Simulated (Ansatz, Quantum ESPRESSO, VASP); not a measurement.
## Ta2Co (I4/mcm, 6 atoms in the cell) computed with different codes at matched settings

Self-consistent single point.

```yaml
crystal:
  lattice:
    - [-3.04214, 3.04214, 2.48276]
    - [3.04214, -3.04214, 2.48276]
    - [3.04214, 3.04214, -2.48276]
  atoms:
    - { symbol: Ta, position: [0.16135, 0.66135, 0.82270] }
    - { symbol: Ta, position: [0.83865, 0.33865, 0.17730] }
    - { symbol: Ta, position: [0.66135, 0.83865, 0.50000] }
    - { symbol: Ta, position: [0.33865, 0.16135, 0.50000] }
    - { symbol: Co, position: [0.75000, 0.75000, 0.00000] }
    - { symbol: Co, position: [0.25000, 0.25000, 0.00000] }
```

All programs got the same cell, k-point mesh and kind of occupations (in Ansatz's words: kpoints.mp_grid.grid = 6 6 6; scf.occupations.method = fermi_dirac; scf.occupations.width = 0.1 eV); potentials, basis and cutoffs are each program's usual ones.

```csv
code,model,pressure (GPa),largest force (eV/Å),cutoff
Ansatz,"PBEsol, default PAW files made with PBE",-3.81,0.004,default
VASP,"PBEsol, VASP's PBE PAW potentials (set 64)",-4.33,0.007,300 eV
Quantum ESPRESSO,"PBEsol, PSlibrary PAW (PBE) pseudopotentials",-5.17,0.004,50 Ry
```

The spread over the programs that give each value: pressure within 1.36 GPa; largest force within 0.003 eV/Å.

The starting cell comes from a database of computed structures (which also holds hypothetical and non-ambient phases and stackings), without a prior relaxation at this level. On Ansatz's run: Spin-orbit coupling is off. Spin polarisation is off. In the base run, with a pressure of about -4 GPa the cell is away from its equilibrium volume at this level.

**Question.** Why do the programs differ, and what cannot be compared?

**Answer.** Differences of this kind can come from the potentials, where these differ, and from what each basis and cutoff leave unconverged. The valence holds different numbers of electrons (Ansatz (a first-principles code) 86, VASP 62, Quantum ESPRESSO 70). The zero of total energies and Fermi levels follows the potentials and each program's conventions, so they are not compared here. Ansatz's pressure is given at a fixed set of plane waves, as the other plane-wave codes print theirs; with its correction for the finite basis it is -3.72 GPa.

VASP's run is marked for a possible Pulay error in its stress at this cutoff; no cutoff test was made.

Left out of this page: ABINIT (stopped by limits of time or memory); GPAW, CP2K, Elk, FLEUR and SIESTA (not drawn, or without a comparable value).

Keys are those of Ansatz 0.2.
